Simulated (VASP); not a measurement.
Calculation: optB86b-vdW, VASP's PBE PAW potentials (set 64) (plane waves; VASP).

A VASP calculation is set up with these files.

### KPOINTS
```
kpoints
0
G
 12 12 12
```

### INCAR
```
AGGAC  =  0.0
ALGO  =  Normal
EDIFF  =  1E-7
ENCUT  =  520
GGA  =  MK
ISIF  =  2
ISMEAR  =  -5
LASPH  =  .True.
LCHARG  =  .True.
LORBIT  =  11
LREAL  =  .False.
LUSE_VDW  =  .True.
LWAVE  =  .False.
NEDOS  =  601
NELM  =  100
PARAM1  =  0.1234
PARAM2  =  1.0
PREC  =  Accurate
SYSTEM  =  AlN
```

File POSCAR:
```
AlN
1.0
  0.0000000000   2.1946986945   2.1946986945
  2.1946986945   0.0000000000   2.1946986945
  2.1946986945   2.1946986945   0.0000000000
Al N
1 1
Cartesian
  0.0000000000   0.0000000000   0.0000000000
  1.0973493472   1.0973493472   1.0973493472
```

POTCAR, in this order: Al N (PBE.64 set). Program: vasp_std.

Q: Estimate the energy per atom (σ→0), band gap (on the k-mesh).

A: 
* **energy per atom (σ→0)**: -6.257 eV/atom
* **band gap (on the k-mesh)**: 3.34 eV

File OSZICAR:
```
...
DAV:   7    -0.125207759681E+02    0.99421E-02   -0.10228E-01  1208   0.341E+00    0.198E+00
DAV:   8    -0.125134446413E+02    0.73313E-02   -0.23194E-02  1304   0.207E+00    0.410E-01
DAV:   9    -0.125131145890E+02    0.33005E-03   -0.76488E-04  1656   0.233E-01    0.205E-01
DAV:  10    -0.125132236701E+02   -0.10908E-03   -0.24535E-04  1184   0.139E-01    0.249E-02
DAV:  11    -0.125132229154E+02    0.75471E-06   -0.37887E-06  1512   0.175E-02    0.107E-02
DAV:  12    -0.125132232771E+02   -0.36167E-06   -0.80816E-07  1216   0.890E-03    0.152E-03
DAV:  13    -0.125132232493E+02    0.27780E-07   -0.22274E-08   816   0.172E-03
   1 F= -.12513223E+02 E0= -.12513223E+02  d E =0.000000E+00
```

The compound is AlN in the zinc blende structure, a metastable form; wurtzite is the usual one. It was relaxed first.
